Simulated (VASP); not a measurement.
Given:

```xyz
3
Lattice="1.7995 -3.1168 0.0000 1.7995 3.1168 0.0000 0.0000 0.0000 5.8268" Properties=species:S:1:pos:R:3 pbc="T T T"
Hf     1.7995     3.1168     0.0000
S      1.7995     1.0389     1.4532
S      1.7995    -1.0389     4.3736
```

Method: vdW-DF-cx, VASP's PBE PAW potentials (set 64) (plane waves; VASP). Numerical set-up: 520 eV cut-off, Gaussian smearing of 0.050 eV, potentials Hf_pv S.

Unless said otherwise, spin-orbit coupling is left out, though it shifts the bands of the heavy elements here.

Give the energies of bands 6 to 14 at the high-symmetry points, in eV from the valence-band maximum.

```csv
band,Γ,M,K,A,L,H
6,-5.00,-5.01,-4.18,-3.73,-5.14,-3.86
7,-2.82,-2.95,-3.66,-2.77,-3.66,-3.86
8,-2.82,-2.67,-3.66,-2.77,-2.72,-3.81
9,-0.10,-2.53,-2.28,-2.03,-2.50,-2.36
10,-0.10,-2.13,-2.28,-0.26,-1.08,-1.91
11,-0.01,-1.39,-1.72,-0.26,-0.94,-1.91
12,1.90,1.06,2.54,1.85,0.89,2.74
13,1.90,4.03,3.65,1.85,4.01,3.21
14,2.45,4.11,3.65,2.78,4.15,3.21
```

The gap is indirect, 0.89 eV, from the valence maximum at K-Γ at 0.89 to the conduction minimum at L.

Measured: gap 1.80 eV (computed value off by -0.91 eV), as given by Miłosz Rybak et al., Nanomaterials (2022), arXiv:2210.12074.

The compound is HfS2 in the 1T layered structure. It was relaxed first.
